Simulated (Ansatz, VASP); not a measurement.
# Zr23Si7O60 (glassy 77ZrO2-23SiO2 (mol %)) in two plane-wave programs, part 3 of 3

Aim: how closely do two programs agree when they are given the same cell, functional and k mesh? Of the first pair: The cell is taken from a series of runs on this material, whose earlier steps may have relaxed, scaled, displaced or heated it; both programs get it as it stands.

VASP 6.6.1 and Ansatz 0.2.0.

So far. Step 2 (VASP: single point, PBE, pair 1): The run ends at a pressure of 2.23 GPa, with forces up to 3.7 eV/Å. Step 6 (VASP: single point, PBE, start cell, pair 2): The run ends at a pressure of 0.30 GPa, with forces up to 0.70 eV/Å.

## (9) VASP: single point, PBE, start cell, pair 3

Level of this step: PBE; plane waves and PAW (Zr_sv, Si, O) (VASP).

The same cell, functional, mesh and smearing now go to VASP, with its own data sets.

Contents of INCAR:

```
SYSTEM = Zr23Si7O60
PREC = Accurate
ENCUT = 520
EDIFF = 1E-06
NELM = 120
ISMEAR = -1
SIGMA = 0.05
LREAL = Auto
ALGO = Normal
GGA = PE
NBANDS = 400
LASPH = .TRUE.
LORBIT = 11
LWAVE = .FALSE.
LCHARG = .FALSE.
ISIF = 2
GGA_COMPAT = .FALSE.
EFERMI = MIDGAP
NCORE = 2
```

Contents of POSCAR:

```
Zr23Si7O60
1.0
   11.0131500000      0.1002800000      0.1996600000
    0.1012800000     10.6000600000      0.1012100000
    0.2016600000      0.1012100000     10.5239600000
Zr Si O
23 7 60
Direct
    0.1279623466      0.6809403149      0.2021513830
    0.9659463330      0.2022641503      0.3193634336
    0.2864180962      0.5155279556      0.4994638120
    0.4323040380      0.6719571476      0.2762816842
    0.0798520898      0.9927571970      0.1087499169
    0.6446182975      0.5888143591      0.5176380003
    0.3933081915      0.6326131367      0.7590341764
    0.9358355529      0.3518975411      0.6266116104
    0.9226988880      0.6878716919      0.6184225754
    0.9209991548      0.7497687428      0.9677753635
    0.6691871205      0.8107260236      0.7464620275
    0.3468494414      0.4288098865      0.0652841888
    0.3860320357      0.8503241029      0.9920185502
    0.4925332614      0.9307607826      0.5097186335
    0.7882678333      0.0386322312      0.5547725834
    0.2062128131      0.8631699645      0.6705618529
    0.8265355755      0.5986435328      0.2712938091
    0.4608758064      0.1060479354      0.7535707495
    0.0485836006      0.4146665639      0.0408811318
    0.5971170886      0.6118289336      0.0019532947
    0.9877478331      0.1144224205      0.8315791370
    0.7720206306      0.3522099443      0.0280133327
    0.6566321650      0.8590190696      0.2479917732
    0.4145078918      0.2223525260      0.4256795973
    0.2194917673      0.3317899728      0.7775491175
    0.0816995995      0.9208778073      0.4352055514
    0.6289711537      0.3948530136      0.7455897348
    0.6831269328      0.3041501563      0.3367861375
    0.2906264393      0.1296837813      0.1936579225
    0.8127808635      0.0471930847      0.0617014661
    0.7419985094      0.6489126384      0.6864883684
    0.9649702326      0.0263659727      0.4421686840
    0.0043960380      0.3095802522      0.4583530980
    0.8072988393      0.1680547158      0.9628890547
    0.6212462955      0.9962384311      0.6660831734
    0.8717124491      0.1584473214      0.6771422011
    0.3090773196      0.7308327829      0.1347137424
    0.5180395296      0.7380167000      0.8589042107
    0.4567581180      0.5587509347      0.4495886047
    0.9326490710      0.3366639582      0.1750399590
    0.4501371887      0.1263830938      0.5423561450
    0.2802687567      0.9991614529      0.1099031552
    0.6309431883      0.6741973960      0.3250288261
    0.3780689133      0.1206968682      0.3161071527
    0.9843625511      0.7211108366      0.7980435640
    0.9915072688      0.5955783340      0.0652660382
    0.2811061054      0.6838820093      0.6157528779
    0.8176559072      0.7743712919      0.1869707509
    0.0068303980      0.5198193351      0.6175171065
    0.5506386762      0.7578462582      0.5964444812
    0.4255004538      0.5264158441      0.9187953994
    0.0829226720      0.2784157311      0.7366965670
    0.6584737280      0.4376604263      0.8936021729
    0.9051826887      0.9559688297      0.9682968787
    0.2044075502      0.3883518388      0.9233200144
    0.8285831089      0.8790738512      0.6459254912
    0.4658933960      0.0001574422      0.9110889617
    0.5377539776      0.7711291707      0.1082754075
    0.3101203507      0.3312107649      0.4490381500
    0.7269437836      0.4459989192      0.3753262891
    0.3103558365      0.2104266574      0.7789973614
    0.7493316944      0.4012317961      0.6459431396
    0.0007620163      0.6009430207      0.3141143080
    0.0777257564      0.1457836495      0.9879481215
    0.3432285134      0.2468954113      0.1084366256
    0.0848303534      0.8146275382      0.0522915631
    0.1420481670      0.1451797495      0.2424795439
    0.1944861305      0.4905998070      0.1473129214
    0.6697658933      0.9559381872      0.4172881727
    0.4817831265      0.5230432715      0.1541026355
    0.2513332622      0.6301624482      0.3511168856
    0.0945182570      0.8728995713      0.2878557424
    0.2733359953      0.4527899276      0.6944913195
    0.7801089888      0.2000959278      0.4035355256
    0.6835273332      0.9946999636      0.1124057246
    0.7383719851      0.7429845610      0.9225879975
    0.9068070544      0.0645199021      0.1813116778
    0.7409432261      0.5337895114      0.0997664794
    0.5726814996      0.2556487921      0.7595984969
    0.6864594136      0.2804686866      0.1845365507
    0.0542146458      0.8033376227      0.5378554938
    0.8123662215      0.6592131453      0.4607946056
    0.5429979800      0.2917183384      0.3894503790
    0.4637932001      0.8526841282      0.3417438767
    0.2860742456      0.7744480795      0.8518561954
    0.9234399441      0.3898831792      0.9140633283
    0.2079862966      0.9659484885      0.4972947265
    0.5382124815      0.5047837744      0.6826376507
    0.3757865524      0.9370806766      0.6719170846
    0.0917090720      0.9799746829      0.7678389246
```

Contents of KPOINTS:

```
Automatic mesh
0
Gamma
1 1 1
0 0 0
```

Potentials, in the order of the species: Zr_sv, Si and O (PBE family, release 64).

Command:

```console
$ mpirun -np 8 vasp_gam
```

Numbers of over 12 decimals in the logs are rounded to 6 here.

Log:

```text
[... set-up lines as in an earlier step ...]
 entering main loop
       N       E                     dE             d eps       ncg     rms          rms(c)
DAV:   1     0.860460827054E+04    0.86046E+04   -0.41392E+05   800   0.174E+03
DAV:   2    -0.990814367209E+02   -0.87037E+04   -0.84161E+04   968   0.502E+02
DAV:   3    -0.920959278904E+03   -0.82188E+03   -0.81741E+03   968   0.155E+02
DAV:   4    -0.974971008635E+03   -0.54012E+02   -0.53943E+02  1440   0.328E+01
[...]
DAV:  16    -0.814984888071E+03   -0.79013E-05   -0.32792E-05  1104   0.103E-02    0.119E-02
DAV:  17    -0.814984891493E+03   -0.34214E-05   -0.14377E-05   816   0.834E-03    0.648E-03
DAV:  18    -0.814984892410E+03   -0.91738E-06   -0.45706E-06   792   0.494E-03
   1 F= -.81498489E+03 E0= -.81498489E+03  d E =-.144434E-14
```

OUTCAR, selected parts (step 9):

```text
  Total      -21.9492525     -6.5013921     -6.2047711     -0.2527531      0.4786031      0.6569166
  in kB      -28.6390360     -8.4829131     -8.0958867     -0.3297883      0.6244737      0.8571343
  external PRESSURE =     -15.0726119 kB  Pullay stress =       0.0000000 kB

 POSITION                                       TOTAL-FORCE (eV/Angst)
 -----------------------------------------------------------------------------------
      1.51900      7.25130      2.22190         0.040552     -0.144633      0.132529
     10.72300      2.27320      3.57430        -0.016452     -0.091447     -0.055229
      3.30730      5.54390      5.36570         0.220740      0.089474     -0.072668
      4.88480      7.19410      3.06190        -0.032884     -0.003911      0.018307
      1.00190     10.54230      1.26090         0.024625      0.100871      0.079061
      7.26330      6.35850      5.63590         0.015545      0.034128     -0.036627
      4.54870      6.82200      8.13060         0.087962      0.028153     -0.026885
     10.46850      3.88740      6.81690        -0.092020      0.019802      0.099294
[...]
1.08080      9.81360      4.68960         0.016819      0.180314      0.155997
      7.11730      4.32400      8.01210         0.093421      0.011846     -0.164792
      7.62210      3.32660      3.71150        -0.246555     -0.108811      0.201806
      3.25290      1.42340      2.10920        -0.198397     -0.045838      0.129823
      8.96850      0.58800      0.81640        -0.081188     -0.172385      0.176317
[...]
-----------------------------------------------------------------------------------
    total drift:                               -0.009291      0.016407     -0.002054

  FREE ENERGIE OF THE ION-ELECTRON SYSTEM (eV)
  ---------------------------------------------------
  free  energy   TOTEN  =      -814.9848924102 eV

  energy  without entropy=     -814.9848924102  energy(sigma->0) =     -814.98489241

[... 1 part as in an earlier step ...]

[... 2 further parts left out ...]
[key lines of the parts left out:]
E-fermi :   5.3693
```

The run ends at a pressure of -1.51 GPa, with forces up to 0.39 eV/Å.

## (10) Differences

Forces on 9 of the 90 atoms, those with the largest forces and the largest differences (eV/Å; atoms numbered as in POSCAR):

```
atom          Ansatz x, y, z            VASP x, y, z
 Zr3    0.273, 0.107, -0.109    0.221, 0.089, -0.073
Zr11   0.016, -0.121, -0.033   -0.007, -0.069, 0.008
Zr12    -0.216, 0.180, 0.052    -0.191, 0.155, 0.039
Zr21   0.120, -0.064, -0.050   0.057, -0.026, -0.075
Si24    0.161, 0.241, -0.049    0.173, 0.234, -0.060
Si28   -0.223, -0.101, 0.173   -0.247, -0.109, 0.202
 O59   0.217, -0.137, -0.043   0.188, -0.121, -0.042
 O75    0.410, 0.111, -0.103    0.361, 0.101, -0.096
 O87  -0.335, -0.138, -0.058  -0.269, -0.104, -0.047
```

The forces differ by 21 meV/Å r.m.s., which is 26.5 % of the r.m.s. force of 0.079 eV/Å (both taken over all components).

## (11) Outcome

```yaml
r_m_s_force_difference_single_point_pbe_pair_1: 2.5 % of the r.m.s. force
r_m_s_force_difference_single_point_pbe_start_cell_pair_2: 22 meV/Å
r_m_s_force_difference_single_point_pbe_start_cell_pair_3: 21 meV/Å
```

The r.m.s. force difference is 22 meV/Å (single point, PBE, start cell, pair 2), beyond the 12 meV/Å picked in this series as the mark of a large difference. What causes the difference of the single point, PBE, start cell, pair 2 pair stays open here. What causes the difference of the single point, PBE, start cell, pair 3 pair stays open here. 3 further runs of this series are not shown here. Such differences can come from data sets, numerical settings and the points named under the comparisons, not from the functional's error against experiment.

[Lines on the potential files, build, host, timing and source positions are cut from VASP's logs without a mark.]

[Logs are printed without paths, hosts, clocks, repeated set-up lines and the standing remarks that a program may print on its own settings, such as how far it seeks lower states.]

[Hosts, paths, dates, database ids (printed as entryN), source tags and the programs' standing remarks are cut or masked in the printed files.]
